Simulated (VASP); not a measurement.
Data:

```xyz
4
Lattice="3.3547 0.0000 0.0000 0.0000 3.3547 0.0000 0.0000 0.0000 3.3547" Properties=species:S:1:pos:R:3 pbc="T T T"
Si     0.0000     0.0000     0.0000
Ni     0.0000     1.6774     1.6774
Ni     1.6774     0.0000     1.6774
Ni     1.6774     1.6774     0.0000
```

Calculation: LDA (Ceperley-Alder, Perdew-Zunger), VASP's LDA PAW potentials (set 64) (plane waves; VASP 6.6.1). Run with 500 eV cut-off, 9×9×9 Γ-centred mesh, first-order Methfessel-Paxton smearing of 0.10 eV, potentials Si Ni.

**Question.** What does the run give for the energy per atom (σ→0), pressure, band gap (on the k-mesh) with the smallest direct gap where there is one?

**Answer.** 
```
Quantity                                                    Result
------------------------  ----------------------------------------
band gap (on the k-mesh)  none (metal, semimetal or under 0.01 eV)
energy per atom (σ→0)                           -670.0 kJ/mol-atom
pressure                                                 19.74 GPa
```

Only differences to runs with the same potentials and settings are physical.

The compound is Ni3Si in the L1_2 structure. It was relaxed first under an external pressure of 20 GPa. The run is not spin-polarised, so no magnetic state was tried.
